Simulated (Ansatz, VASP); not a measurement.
# Co (Cobalt): VASP beside Ansatz, part 2 of 2

Aim: how closely do two programs agree when they are given the same cell, functional and k mesh? The two relaxations start from unlike cells of this crystal (the structure described is Ansatz's start), so only their ends are compared.

VASP 6.6.1 and Ansatz 0.2.0.

So far: The structure; Ansatz: relaxation of cell and atoms, r2SCAN.

**3. VASP: relaxation of cell and atoms, r2SCAN**

Level of this step: r2SCAN, spin-polarised from a ferromagnetic start; plane waves and PAW (Co) (VASP).

Its own start cell and the same functional, mesh and smearing now go to VASP, with its own data sets.

Lines of VASP's logs that name or quote its potential files are left out, and so is its time.

Contents of INCAR:

```
SYSTEM = Co
PREC = Accurate
ENCUT = 660
EDIFF = 1E-07
NELM = 200
ISMEAR = 0
SIGMA = 0.15
LREAL = .FALSE.
ALGO = Normal
METAGGA = R2SCAN
LASPH = .TRUE.
NBANDS = 19
ISPIN = 2
MAGMOM = 1.89 1.89
LMAXMIX = 4
LORBIT = 11
LWAVE = .FALSE.
LCHARG = .FALSE.
ISIF = 3
IBRION = 2
NSW = 80
EDIFFG = -0.005
GGA_COMPAT = .FALSE.
NELMIN = 4
LMIXTAU = .TRUE.
KPAR = 2
```

Contents of POSCAR:

```
Co
1.0
    2.4713093892      0.0000000034      0.0000000000
   -1.2356541887      2.1402159729      0.0000000000
    0.0000000000      0.0000000000      4.0151058746
Co
2
Direct
    0.3333332760      0.6666668233      0.2499998740
    0.6666663170      0.3333331767      0.7499998740
```

Contents of KPOINTS:

```
Automatic mesh
0
Gamma
24 24 12
0 0 0
```

PAW data sets: Co (PBE family, release 64).

Started as:

```
$ mpirun -np 2 vasp_std
```

Numbers of over 12 decimals in the logs are rounded to 6 here.

Log:

```text
[banner, memory and clock lines left out]
running    2 mpi-ranks, on    1 nodes
 distrk:  each k-point on    1 cores,    2 groups
 distr:  one band on    1 cores,    1 groups

 POSCAR found type information on POSCAR Co
 POSCAR found :  1 types and       2 ions
|                                                                             |
|               ----> ADVICE to this user running VASP <----                  |
|                                                                             |
|     You enforced a specific xc type in the INCAR file but a different       |
|     [... a line on the potential file left out ...]
|     I HOPE YOU KNOW WHAT YOU ARE DOING!                                     |
|                                                                             |

 LDA part: xc-table for (None), standard interpolation
 POSCAR, INCAR and KPOINTS ok, starting setup
 FFT: planning ... GRIDC
 FFT: planning ... GRID_SOFT
 FFT: planning ... GRID
 WAVECAR not read
 entering main loop
       N       E                     dE             d eps       ncg     rms          rms(c)
DAV:   1     0.828918965198E+02    0.82892E+02   -0.97159E+03 33964   0.156E+03
DAV:   2    -0.261753683939E+02   -0.10907E+03   -0.98631E+02 32752   0.252E+02
DAV:   3    -0.313895625507E+02   -0.52142E+01   -0.49955E+01 35640   0.682E+01
DAV:   4    -0.314720441867E+02   -0.82482E-01   -0.82414E-01 40724   0.728E+00
DAV:   5    -0.314743303787E+02   -0.22862E-02   -0.22860E-02 38946   0.113E+00    0.178E+01
DAV:   6    -0.271944770443E+02    0.42799E+01   -0.14920E+01 36917   0.808E+01    0.104E+01
DAV:   7    -0.264214611386E+02    0.77302E+00   -0.19393E+00 40044   0.267E+01    0.537E+00
DAV:   8    -0.264451156823E+02   -0.23655E-01   -0.83611E-02 43592   0.247E+00    0.211E+00
DAV:   9    -0.264250095700E+02    0.20106E-01   -0.15707E-02 43013   0.172E+00    0.714E-01
DAV:  10    -0.264220925958E+02    0.29170E-02   -0.58636E-03 48056   0.135E+00    0.159E-01
DAV:  11    -0.264221607483E+02   -0.68152E-04   -0.58234E-04 39807   0.307E-01    0.126E-01
DAV:  12    -0.264222491037E+02   -0.88355E-04   -0.38045E-05 41827   0.708E-02    0.623E-02
DAV:  13    -0.264222609952E+02   -0.11891E-04   -0.12015E-05 41678   0.452E-02    0.205E-02
DAV:  14    -0.264222689353E+02   -0.79402E-05   -0.84783E-06 34723   0.316E-02    0.985E-03
DAV:  15    -0.264222685429E+02    0.39242E-06   -0.73400E-07 46093   0.139E-02    0.184E-03
DAV:  16    -0.264222679564E+02    0.58648E-06   -0.10532E-07 28261   0.307E-03    0.212E-03
DAV:  17    -0.264222683411E+02   -0.38462E-06   -0.30335E-08 17648   0.270E-03    0.344E-04
DAV:  18    -0.264222681327E+02    0.20833E-06   -0.94254E-09 17327   0.894E-04    0.268E-04
DAV:  19    -0.264222681800E+02   -0.47222E-07   -0.99751E-10 17093   0.354E-04
   1 F= -.26422268E+02 E0= -.26412910E+02  d E =-.264223E+02  mag=     3.4875
 curvature:   0.00 expect dE= 0.000E+00 dE for cont linesearch  0.000E+00
 trial: gam= 0.00000 g(F)=  0.184E-43 g(S)=  0.105E-04 ort = 0.000E+00 (trialstep = 0.100E+01)
 search vector abs. value=  0.105E-04
 bond charge predicted
       N       E                     dE             d eps       ncg     rms          rms(c)
DAV:   1    -0.264224291053E+02   -0.16097E-03   -0.12851E-03 35860   0.658E-01    0.104E-01
DAV:   2    -0.264222833431E+02    0.14576E-03   -0.39765E-04 37704   0.443E-01    0.755E-02
DAV:   3    -0.264222682550E+02    0.15088E-04   -0.37614E-05 39940   0.127E-01    0.304E-02
DAV:   4    -0.264222674614E+02    0.79368E-06   -0.18565E-06 41714   0.180E-02    0.980E-03
DAV:   5    -0.264222673967E+02    0.64654E-07   -0.69089E-07 44426   0.103E-02
   2 F= -.26422267E+02 E0= -.26412907E+02  d E =0.783251E-06  mag=     3.4891
 trial-energy change:    0.000001  1 .order    0.000002   -0.000010    0.000015
 step:   0.5006(harm=  0.4076)  dis= 0.00000  next Energy=   -26.422271 (dE=-0.283E-05)
 bond charge predicted
       N       E                     dE             d eps       ncg     rms          rms(c)
DAV:   1    -0.264223118613E+02   -0.44400E-04   -0.31276E-04 35839   0.325E-01    0.517E-02
DAV:   2    -0.264222788456E+02    0.33016E-04   -0.99260E-05 37438   0.221E-01    0.379E-02
DAV:   3    -0.264222737091E+02    0.51365E-05   -0.91799E-06 39223   0.628E-02    0.152E-02
DAV:   4    -0.264222727623E+02    0.94681E-06   -0.45363E-07 38756   0.898E-03    0.490E-03
DAV:   5    -0.264222717853E+02    0.97701E-06   -0.12996E-07 23836   0.495E-03    0.163E-03
DAV:   6    -0.264222712779E+02    0.50742E-06   -0.75556E-08 19717   0.321E-03    0.705E-04
DAV:   7    -0.264222713504E+02   -0.72483E-07   -0.76191E-09 16637   0.118E-03
   3 F= -.26422271E+02 E0= -.26412913E+02  d E =-.317044E-05  mag=     3.4884
 curvature:  -0.20 expect dE=-0.437E-08 dE for cont linesearch -0.427E-08
 trial: gam= 0.00000 g(F)=  0.571E-43 g(S)=  0.220E-07 ort =-0.475E-06 (trialstep = 0.900E+00)
 search vector abs. value=  0.221E-07
 reached required accuracy - stopping structural energy minimisation
```

From OUTCAR (step 3):

```text
ion  position               nearest neighbor table
   1  0.333  0.667  0.250-   2 2.46   2 2.46   2 2.46   2 2.46   2 2.46   2 2.46
   2  0.667  0.333  0.750-   1 2.46   1 2.46   1 2.46   1 2.46   1 2.46   1 2.46

  LATTYP: Found a hexagonal cell.
 ALAT       =     2.4713093892
 C/A-ratio  =     1.6246876624

 Subroutine GETGRP returns: Found 24 space group operations
 (whereof 12 operations were pure point group operations)

The static configuration has the point symmetry D_3d.
 The point group associated with its full space group is D_6h.

 Found    427 irreducible k-points:

   k-points           NKPTS =    427   k-points in BZ     NKDIM =    427   number of bands    NBANDS=     19

   dimension x,y,z NGX =    24 NGY =   24 NGZ =   36
   dimension x,y,z NGXF=    48 NGYF=   48 NGZF=   72

   ENCUT  =  660.0 eV  48.51 Ry    6.96 a.u.   5.18  5.18  8.41*2*pi/ulx,y,z

   NELECT =      18.0000    total number of electrons

 k-points in reciprocal lattice and weights: Automatic mesh
   0.00000000  0.00000000  0.00000000       0.000
   0.04166667  0.00000000  0.00000000       0.001
   0.08333333  0.00000000  0.00000000       0.001
   0.12500000  0.00000000  0.00000000       0.001
   0.16666667  0.00000000  0.00000000       0.001
   0.20833333  0.00000000  0.00000000       0.001
   0.25000000  0.00000000  0.00000000       0.001
   0.29166667  0.00000000  0.00000000       0.001
   0.33333333  0.00000000  0.00000000       0.001
[...]
0.33333333  0.29166667  0.50000000       0.002
   0.33333333  0.33333333  0.50000000       0.000

 average (electrostatic) potential at core
       1 -82.9329       2 -82.9329

 E-fermi :  10.6231

 spin component 1
 k-point     1 :       0.0000    0.0000    0.0000
  band No.  band energies     occupation
    ...
      8       7.9001      1.00000
      9       7.9001      1.00000
     10       9.0079      1.00000
     11       9.0079      1.00000
     12      10.3293      0.99720
     13      16.9205      0.00000
     14      33.5532      0.00000
     15      36.3633      0.00000
     16      36.3633      0.00000
     17      36.7744      0.00000
    ...

 k-point     2 :       0.0417    0.0000    0.0000
  band No.  band energies     occupation
    ...
      7       7.5806      1.00000
      8       7.8711      1.00000
      9       7.8815      1.00000
     10       8.7590      1.00000
     11       9.0158      1.00000
     12      10.6508      0.39706
     13      16.9329      0.00000
     14      33.0812      0.00000
     15      34.9992      0.00000
     16      35.4106      0.00000
    ...

 k-point     3 :       0.0833    0.0000    0.0000
  band No.  band energies     occupation
    ...
      7       7.6580      1.00000
      8       7.7591      1.00000
      9       7.8289      1.00000
     10       8.3430      1.00000
     11       9.0373      1.00000
     12      11.3105      0.00000
     13      16.9717      0.00000
     14      31.5731      0.00000
     15      34.0575      0.00000
     16      34.0911      0.00000
    ...

 k-point     4 :       0.1250    0.0000    0.0000
  band No.  band energies     occupation
    ...
      7       7.5742      1.00000
      8       7.7497      1.00000
      9       7.7827      1.00000
     10       8.0538      1.00000
     11       9.0671      1.00000
     12      12.0949      0.00000
     13      17.0413      0.00000
     14      29.6034      0.00000
     15      32.8059      0.00000
     16      33.4838      0.00000
    ...

 k-point     5 :       0.1667    0.0000    0.0000
  band No.  band energies     occupation
    ...
      7       7.6918      1.00000
      8       7.7273      1.00000
      9       7.9006      1.00000
     10       7.9482      1.00000
     11       9.0998      1.00000
     12      12.9545      0.00000
     13      17.1477      0.00000
     14      27.5699      0.00000
     15      31.5910      0.00000
     16      32.9615      0.00000
    ...

 k-point     6 :       0.2083    0.0000    0.0000
  band No.  band energies     occupation
    ...
      7       7.7866      1.00000
      8       7.9173      1.00000
      9       7.9275      1.00000
     10       8.1458      1.00000
     11       9.1311      1.00000
     12      13.8738      0.00000
     13      17.2958      0.00000
     14      25.5755      0.00000
     15      30.4613      0.00000
     16      32.3769      0.00000
    ...

  Total       -0.0006097     -0.0006097     -0.0004108     -0.0000000     -0.0000000      0.0000000
  in kB       -0.0459773     -0.0459772     -0.0309756     -0.0000000     -0.0000000      0.0000000
  external PRESSURE =      -0.0409767 kB  Pullay stress =       0.0000000 kB

  energy-cutoff  :      660.00
  volume of cell :       21.25
      direct lattice vectors                 reciprocal lattice vectors
     2.471673351  0.000000003  0.000000000     0.404584206  0.233586785  0.000000000
    -1.235836170  2.140531173  0.000000000    -0.000000001  0.467173761  0.000000000
     0.000000000 -0.000000000  4.015674519     0.000000000  0.000000000  0.249024166

 POSITION                                       TOTAL-FORCE (eV/Angst)
 -----------------------------------------------------------------------------------
      0.00000      1.42702      1.00392        -0.000000      0.000000      0.000000
      1.23584      0.71351      3.01176         0.000000     -0.000000      0.000000
 -----------------------------------------------------------------------------------
    total drift:                               -0.000035     -0.000001     -0.000023

  FREE ENERGIE OF THE ION-ELECTRON SYSTEM (eV)
  ---------------------------------------------------
  free  energy   TOTEN  =       -26.4222713504 eV

  energy  without entropy=      -26.4035536852  energy(sigma->0) =      -26.41291252

 reached required accuracy - stopping structural energy minimisation

 total charge
# of ion       s       p       d       tot
------------------------------------------
    1        0.520   0.579   7.239   8.338
    2        0.520   0.579   7.239   8.338
--------------------------------------------------
tot          1.039   1.158  14.478  16.675

 magnetization (x)
# of ion       s       p       d       tot
------------------------------------------
    1       -0.012  -0.085   1.901   1.804
    2       -0.012  -0.085   1.901   1.804
--------------------------------------------------
tot         -0.024  -0.170   3.802   3.608

[... 6 further parts left out ...]
```

CONTCAR:

```
Co
   1.00000000000000
     2.4716733513053861    0.0000000034870341    0.0000000000000000
    -1.2358361696032467    2.1405311729601117    0.0000000000000000
     0.0000000000000000   -0.0000000000000000    4.0156745192009717
  Co
     2
Direct
     0.3333332759999976    0.6666668232999982    0.2499998739999967
     0.6666663170000007    0.3333331767000018    0.7499998739999967
```

SCAN-type functionals tend to overstate the moments of itinerant magnets. The run keeps the 24 symmetry operations of its start, so it cannot find a distortion of lower symmetry.

**4. Differences**

Known differences besides the potentials themselves: VASP starts from the moments at which Ansatz ended; VASP keeps PBE cores, Ansatz makes them for the functional; the data sets hold 34 valence electrons in Ansatz (on its PAW soft_1 files) and 18 in VASP; the cutoff is 500 eV in Ansatz and 660 eV in VASP; Ansatz adds a Pulay correction to the stress that steers its cell, VASP none; site moments are counted in spheres of each program's own size. Total energies have different zeros and are not compared.

Both answers:

| quantity | Ansatz | VASP | difference |
| --- | --- | --- | --- |
| volume (Å³) | 21.26 | 21.25 | +0.07 % |
| edge a after relaxation, in the typed setting (Å) | 2.472 | 2.472 | +0.00 % |
| edge c after relaxation, in the typed setting (Å) | 4.018 | 4.016 | +0.07 % |
| total moment (μB) | 3.51 | 3.49 | +0.02 |
| moment on Co1 (μB) | 1.89 | 1.80 | +0.09 |
| moment on Co2 (μB) | 1.89 | 1.80 | +0.09 |

**5. What came out**

| Property | Result |
| --- | --- |
| difference in volume (relaxation of cell and atoms, r2SCAN) | 0.071 % |

**Reading.** The difference in volume is 0.071 % (relaxation of cell and atoms, r2SCAN), within the 1.2 % picked in this series as the mark of a large difference, as far as the stopping tolerances let one tell. The data sets hold unlike numbers of valence electrons (34 in Ansatz and 18 in VASP), so part of the differences comes from the potentials. How closely two codes agree says nothing of how well the functional describes the real material.

[Lines on the potential files, build, host, timing and source positions are cut from VASP's logs without a mark.]

[Logs are printed without paths, hosts, clocks, repeated set-up lines and the standing remarks that a program may print on its own settings, such as how far it seeks lower states.]

[Hosts, paths, dates, database ids (printed as entryN), source tags and the programs' standing remarks are cut or masked in the printed files.]
